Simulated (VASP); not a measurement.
Here is the system:

```
AlIn3Sb4
1.0
    0.00000     3.21516     3.21516
    3.21516     0.00000     3.21516
   12.86241    12.86241    -0.00176
In Sb Al
3 4 1
Direct
  0.00808   0.00808   0.99394
  0.00034   0.00034   0.24975
  0.99310   0.99310   0.50518
  0.25324   0.25324   0.06007
  0.24564   0.24564   0.31577
  0.23850   0.23850   0.57112
  0.26194   0.26194   0.80355
  0.99917   0.99917   0.75062
```

All values below come from PBEsol GGA, VASP's PBE PAW potentials (set 64) (plane waves; VASP). Run with 400 eV cut-off, 9×9×3 Γ-centred mesh, tetrahedra with Blöchl corrections, potentials In_d Sb Al.

Unless said otherwise, spin-orbit coupling is left out, though it shifts the bands of the heavy elements here.

What does the run give for the energy per atom (σ→0), band gap (on the k-mesh) with the smallest direct gap where there is one?

```json
{
 "band gap (on the k-mesh)": "none (metal, semimetal or under 0.01 eV)",
 "energy per atom (σ→0)": "-3.985 eV/atom"
}
```

The absolute energy has meaning only against runs of the same code, potentials and settings.

The structure was generated: AlIn3Sb4 was put into an ordered model structure (R3m), which need not be its known phase. It was relaxed first.
